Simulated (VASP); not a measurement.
# Mg2ZnTeS2 (P1) in VASP: relaxation of cell and atoms with PBE

Aim: the relaxation of cell and atoms of Mg2ZnTeS2 with PBE.

Everything below comes from runs of VASP 6.6.1. Logs are shortened: lines on timing, memory, paths and dates and some standing lists are left out, and cuts for length are marked.

### 1 The structure

The typed cell holds 12 atoms: a = 7.043 Å, b = 6.932 Å, c = 6.946 Å, α = 90.61°, β = 88.43°, γ = 60.90°.

The cell was built by a generator and needn't be a form met in nature.

### 2 Relaxation of cell and atoms, PBE

Contents of INCAR:

```
  PREC = Normal
  ENCUT = 520
  EDIFF = 1E-5
  ISMEAR = 0
  SIGMA = 0.05
  LREAL = Auto
  LASPH = True
  NELM = 80
  ALGO = Fast
  ISIF = 3
  LWAVE = False
  LCHARG = False
  GGA = PE
  IBRION = 2
  NSW = 110
  EDIFFG = -0.03
  ISYM = 0
  KPAR = 2
```

Contents of KPOINTS:

```
regular mesh
0
Gamma
  3 3 3
```

Contents of POSCAR:

```
Mg2ZnTeS2
1.0
    6.0553526900     -3.5951144800      0.0980091200
    5.9917202800      3.4864051300     -0.0380925700
    0.0330757100     -0.1283554900      6.9445677400
Mg Zn Te S
4 2 2 4
Direct
    0.0491521900      0.3067164000      0.0312224200
    0.6755106300      0.9525384300      0.0145783500
    0.3013110800      0.0475709000      0.5314334900
    0.9786178600      0.6633084000      0.5094704800
    0.2981338900      0.6884481000      0.9684967100
    0.6918822700      0.2981150900      0.4668864400
    0.6430020000      0.3395325700      0.8798942700
    0.3039640700      0.6630812900      0.3796892900
    0.3275341900      0.0008555900      0.8846822800
    0.9886554100      0.6849598600      0.8878088800
    0.9877230000      0.3490175000      0.3693713500
    0.6788920300      0.9847634100      0.3724004500
```

Potentials or basis: VASP PAW PBE potentials, release 64 (Mg, Zn, Te, S).

Run with:

```sh
> cat potpaw_PBE.64/Mg/POTCAR potpaw_PBE.64/Zn/POTCAR potpaw_PBE.64/Te/POTCAR potpaw_PBE.64/S/POTCAR > POTCAR
> mpirun -np 2 vasp_std > vasp.out
```

OUTCAR:

```text
PREC = Normal
   ENCUT = 520
   EDIFF = 1E-5
   ISMEAR = 0
   LREAL = Auto
   LASPH = True
   NELM = 80
   ISIF = 3
   GGA = PE
   IBRION = 2
   NSW = 110
   EDIFFG = -0.03
   ISYM = 0

 ion  position               nearest neighbor table
   1  0.049  0.307  0.031-   9 2.28  11 2.37  10 2.65   7 2.98
   2  0.676  0.953  0.015-  10 2.23  12 2.49   9 2.50   7 2.76
   3  0.301  0.048  0.531-   9 2.48  11 2.49  12 2.68   8 2.85
   4  0.979  0.663  0.509-  11 2.35  12 2.43   8 2.44  10 2.64
   5  0.298  0.688  0.968-  10 2.28   9 2.35   7 2.51   8 2.86
   6  0.692  0.298  0.467-  12 2.31  11 2.36   8 2.76   7 2.87
   7  0.643  0.340  0.880-   5 2.51   2 2.76   6 2.87   1 2.98
   8  0.304  0.663  0.380-   4 2.44   6 2.76   3 2.85   5 2.86
   9  0.328  0.001  0.885-   1 2.28   5 2.35   3 2.48   2 2.50
  10  0.989  0.685  0.888-   2 2.23   5 2.28   4 2.64   1 2.65
  11  0.988  0.349  0.369-   4 2.35   6 2.36   1 2.37   3 2.49
  12  0.679  0.985  0.372-   6 2.31   4 2.43   2 2.49   3 2.68

IMPORTANT INFORMATION: All symmetrisations will be switched off!
NOSYMM: (Re-)initialisation of all symmetry stuff for point group C_1.

----------------------------------------------------------------------------------------

                                     Primitive cell

  volume of cell :     296.0903

  direct lattice vectors                    reciprocal lattice vectors
     6.055352690 -3.595114480  0.098009120     0.081754419 -0.140535414 -0.002986878
     5.991720280  3.486405130 -0.038092570     0.084278139  0.142012659  0.002223399
     0.033075710 -0.128355490  6.944567740    -0.000691520  0.002762358  0.144051793

  length of vectors
     7.042850993  6.932328879  6.945832580     0.162612758  0.165152485  0.144079936

  position of ions in fractional coordinates (direct lattice)
     0.049152190  0.306716400  0.031222420
     0.675510630  0.952538430  0.014578350
     0.301311080  0.047570900  0.531433490
     0.978617860  0.663308400  0.509470480
     0.298133890  0.688448100  0.968496710
     0.691882270  0.298115090  0.466886440
     0.643002000  0.339532570  0.879894270
     0.303964070  0.663081290  0.379689290
     0.327534190  0.000855590  0.884682280
     0.988655410  0.684959860  0.887808880
     0.987723000  0.349017500  0.369371350
     0.678892030  0.984763410  0.372400450

  ion indices of the primitive-cell ions
   primitive index   ion index
                 1           1
                 2           2
                 3           3
                 4           4
                 5           5
                 6           6
                 7           7
                 8           8
                 9           9
                10          10
                11          11
                12          12

----------------------------------------------------------------------------------------

 KPOINTS: regular mesh

Automatic generation of k-mesh.
 Grid dimensions read from file:
 generate k-points for:    3    3    3

 Generating k-lattice:

  Cartesian coordinates                     Fractional coordinates (reciprocal lattice)
     0.027251473 -0.046845138 -0.000995626     0.333333333 -0.000000000  0.000000000
     0.028092713  0.047337553  0.000741133    -0.000000000  0.333333333 -0.000000000
    -0.000230507  0.000920786  0.048017264     0.000000000  0.000000000  0.333333333

  Length of vectors
     0.054204253  0.055050828  0.048026645

  Shift w.r.t. Gamma in fractional coordinates (k-lattice)
     0.000000000  0.000000000  0.000000000

 Subroutine IBZKPT returns following result:
 ===========================================

 Found     14 irreducible k-points:

 Following reciprocal coordinates:
            Coordinates               Weight
  0.000000  0.000000  0.000000      1.000000
  0.333333 -0.000000  0.000000      2.000000
  0.000000  0.333333  0.000000      2.000000
  0.333333  0.333333 -0.000000      2.000000
 -0.333333  0.333333 -0.000000      2.000000
 -0.000000  0.000000  0.333333      2.000000
  0.333333 -0.000000  0.333333      2.000000
 -0.333333  0.000000  0.333333      2.000000
  0.000000  0.333333  0.333333      2.000000
  0.333333  0.333333  0.333333      2.000000
 -0.333333  0.333333  0.333333      2.000000
 -0.000000 -0.333333  0.333333      2.000000
  0.333333 -0.333333  0.333333      2.000000
 -0.333333 -0.333333  0.333333      2.000000
   k-points           NKPTS =     14   k-points in BZ     NKDIM =     14   number of bands    NBANDS=     41
   number of dos      NEDOS =    301   number of ions     NIONS =     12
   total plane-waves  NPLWV =  64000
   dimension x,y,z NGX =    40 NGY =   40 NGZ =   40
   dimension x,y,z NGXF=    80 NGYF=   80 NGZF=   80
   ions per type =               4   2   2   4
   NGX,Y,Z   is equivalent  to a cutoff of   9.44,  9.59,  9.57 a.u.
   NGXF,Y,Z  is equivalent  to a cutoff of  18.88, 19.19, 19.15 a.u.
 SYSTEM =  unknown system
   PREC   = normal    normal or accurate (medium, high low for compatibility)
   ISTART =      0    job   : 0-new  1-cont  2-samecut
   ICHARG =      2    charge: 1-file 2-atom 10-const
   ISPIN  =      1    spin polarized calculation?
   LNONCOLLINEAR =      F non collinear calculations
   LSORBIT =      F    spin-orbit coupling
   LASPH  =      T    aspherical Exc in radial PAW
   ENCUT  =  520.0 eV  38.22 Ry    6.18 a.u.  13.10 12.89 12.91*2*pi/ulx,y,z
   NELM   =     80;   NELMIN=  2; NELMDL= -5     # of ELM steps
   EDIFF  = 0.1E-04   stopping-criterion for ELM
   LREAL  =      T    real-space projection
   EDIFFG = -.3E-01   stopping-criterion for IOM
   NSW    =    110    number of steps for IOM
   IBRION =      2    ionic relax: 0-MD 1-quasi-New 2-CG
   NFREE  =      1    steps in history (QN), initial steepest desc. (CG)
   ISIF   =      3    stress and relaxation
   ISYM   =      0    0-nonsym 1-usesym 2-fastsym
   POTIM  = 0.5000    time-step for ionic-motion
   TEBEG  =    0.0;   TEEND  =   0.0 temperature during run
   PSTRESS=    0.0 pullay stress
   NELECT =      68.0000    total number of electrons
   NUPDOWN=      -1.0000    fix difference up-down
   EMIN   =  10.00;   EMAX   =-10.00  energy-range for DOS
   EFERMI =   0.00;   METHOD = LEGACY
   ISMEAR =     0;   SIGMA  =   0.05  broadening in eV -4-tet -1-fermi 0-gaus
   EFERMI_NEDOS =   21; number of points for ismear=-14 and -15
   IALGO  =     68    algorithm
   IMIX   =      4    mixing-type and parameters
     AMIX     =   0.40;   BMIX     =  1.00
     AMIX_MAG =   1.60;   BMIX_MAG =  1.00
  volume/ion in A,a.u.               =      24.67       166.51
  Fermi-wavevector in a.u.,A,eV,Ry     =   1.002543  1.894532 13.675119  1.005093
  Thomas-Fermi vector in A             =   2.135037
   LORBIT       =      0    0 simple, 1 ext, 2 COOP (PROOUT), +10 PAW based schemes
   GGA     = PE    functional components
   LHFCALC =     F    Hartree Fock is set to
   AEXX    =    0.0000 exact exchange contribution
   IVDW    =     0    specifies the selected vdW correction
   LEPSILON=     F    determine dielectric tensor
   LRPA    =     F    only Hartree local field effects (RPA)
 conjugate gradient relaxation of ions
 non-spin polarized calculation
 RMM-DIIS sequential band-by-band and
 Gauss-broadening in eV      SIGMA  =   0.05
  energy-cutoff  :      520.00
  volume of cell :      296.09
 maximum number of plane-waves:      8002
   NGX = 27   NGY = 25   NGZ = 25

--------------------------------------- Ionic step        1  -------------------------------------------

 number of electron      67.9999989 magnetization

 Free energy of the ion-electron system (eV)
  ---------------------------------------------------
  ext. energy  EPLUGINS =         0.00000000
  ---------------------------------------------------
  free energy    TOTEN  =       -42.29033263 eV

  energy without entropy =      -42.29033263  energy(sigma->0) =      -42.29033263

------------------------ aborting loop because EDIFF is reached ----------------------------------------

  FORCE on cell =-STRESS in cart. coord.  units (eV):
  Direction    XX          YY          ZZ          XY          YZ          ZX
  --------------------------------------------------------------------------------------
  -------------------------------------------------------------------------------------
  Total        6.2681672      8.7031017     -0.8551345     -0.9581887      4.5465381     -1.0741832
  in kB       33.9177497     47.0934512     -4.6272278     -5.1848657     24.6018236     -5.8125249
  external PRESSURE =      25.4613244 kB  Pullay stress =       0.0000000 kB
[... 119 lines left out ...]
  FREE ENERGIE OF THE ION-ELECTRON SYSTEM (eV)
  ---------------------------------------------------
  free  energy   TOTEN  =       -43.2472329965 eV

  energy  without entropy=      -43.2472329965  energy(sigma->0) =      -43.24723300

[... ionic steps 4 to 16 ...]

--------------------------------------- Ionic step       17  -------------------------------------------

 number of electron      67.9999988 magnetization

------------------------ aborting loop because EDIFF is reached ----------------------------------------

  FORCE on cell =-STRESS in cart. coord.  units (eV):
  Direction    XX          YY          ZZ          XY          YZ          ZX
  --------------------------------------------------------------------------------------
  -------------------------------------------------------------------------------------
  Total       -0.0929307     -0.0447126      0.0754150     -0.0165286     -0.0170687      0.0081618
  in kB       -0.4925569     -0.2369884      0.3997195     -0.0876061     -0.0904685      0.0432596
  external PRESSURE =      -0.1099419 kB  Pullay stress =       0.0000000 kB
[... 77 lines left out ...]
  energy  without entropy=      -43.5485188573  energy(sigma->0) =      -43.54851886

--------------------------------------- Ionic step       19  -------------------------------------------

 number of electron      67.9999999 magnetization

 Free energy of the ion-electron system (eV)
  ---------------------------------------------------
  ext. energy  EPLUGINS =         0.00000000
  ---------------------------------------------------
  free energy    TOTEN  =       -43.54887572 eV

  energy without entropy =      -43.54887572  energy(sigma->0) =      -43.54887572

 E-fermi :   2.1598     XC(G=0):  -8.5176

 val. band max:        1.8907572824   @ k =   0.0000   0.0000   0.0000
 cond. band min:       4.3168588821   @ k =   0.0000   0.0000   0.0000
 fundamental gap:      2.4261015997
 Fermi energy:         2.1597678683

 k-point     1 :       0.0000    0.0000    0.0000
  band No.  band energies     occupation
      1     -10.0656      2.00000
      2      -9.6393      2.00000
      3      -9.5097      2.00000
      4      -9.5070      2.00000
      5      -7.8195      2.00000
      6      -7.4995      2.00000
[... 644 lines left out ...]
  FREE ENERGIE OF THE ION-ELECTRON SYSTEM (eV)
  ---------------------------------------------------
  free  energy   TOTEN  =       -43.5488757155 eV

  energy  without entropy=      -43.5488757155  energy(sigma->0) =      -43.54887572

 reached required accuracy - stopping structural energy minimisation
```

Wall time 3.4 min (2 MPI ranks of Intel Xeon 6975P-C (Granite Rapids), shared host); peak memory 0.32 GiB.

Results:

| Item | Value |
| --- | --- |
| Free energy | -43.5489 eV |
| Relaxed volume | 25.21 Å³/atom |
| Relaxed cell | a = 7.146 Å, b = 7.146 Å, c = 6.803 Å, α = 90.07°, β = 90.06°, γ = 60.55° |
| Space group after relaxing (to 0.05 Å) | Cmc2_1 (No. 36) |
| Energy gained by relaxing | 104.9 meV/atom |
| Ionic steps | 19 |
| Pressure after relaxing | 0.0 GPa |
| Largest force after relaxing | 0.022 eV/Å |
| Band gap on the k mesh | 2.43 eV, direct |

Forces in eV/Å, atoms in the order of the input:
```
Mg  -0.001 -0.002  0.004
Mg  -0.009  0.005  0.003
Mg   0.005  0.005  0.002
Mg   0.005 -0.002 -0.006
Zn  -0.008  0.016 -0.001
Zn   0.001 -0.008 -0.007
Te   0.006  0.012  0.002
Te  -0.008 -0.012 -0.003
S    0.006  0.010 -0.002
S    0.002  0.013  0.007
S    0.009 -0.020  0.000
S   -0.007 -0.018  0.001
```

Step by step:
```
step  energy change (eV)  largest force (eV/Å)  pressure (GPa)  volume (Å³)
   1              0.0000                3.0084            2.55       296.09
   2             -0.9553                0.7301           -1.52       312.98
   3             -0.9569                0.7122           -1.65       313.77
   4             -1.1556                0.5412           -0.37       303.87
   5             -1.1872                0.4282            0.93       296.42
   6             -1.1902                0.4535            0.73       297.88
   7             -1.2381                0.1813            0.21       300.70
   8             -1.2414                0.1463            0.09       301.62
   9             -1.2492                0.0896           -0.05       302.55
  10             -1.2512                0.0773           -0.19       303.43
  11             -1.2548                0.0754            0.05       302.05
  12             -1.2550                0.0748            0.14       301.80
  13             -1.2566                0.0472           -0.03       302.51
  14             -1.2567                0.0479           -0.12       302.67
  15             -1.2575                0.0483            0.03       302.03
  16             -1.2575                0.0502            0.05       302.02
  17             -1.2582                0.0388           -0.01       302.28
  18             -1.2582                0.0310            0.02       302.33
  19             -1.2585                0.0218           -0.01       302.55
```

Final structure:
```
Mg Zn Te S
1.0
     6.17161   -3.60299   -0.00432
     6.17189    3.60274   -0.00519
    -0.00362   -0.00121    6.80318
Mg Zn Te S
4 2 2 4
Direct
  0.02364 0.33086 0.01887
  0.66232 0.96816 0.01855
  0.32536 0.02795 0.51912
  0.96319 0.66645 0.51855
  0.30319 0.68941 0.97770
  0.68494 0.30675 0.47775
  0.65776 0.33418 0.86766
  0.32988 0.66165 0.36785
  0.32635 0.99829 0.88299
  0.99447 0.66543 0.88195
  0.99302 0.33102 0.38259
  0.66025 0.99877 0.38236
```

Caveat: spin-orbit coupling is left out, which moves the levels of the heavy elements.
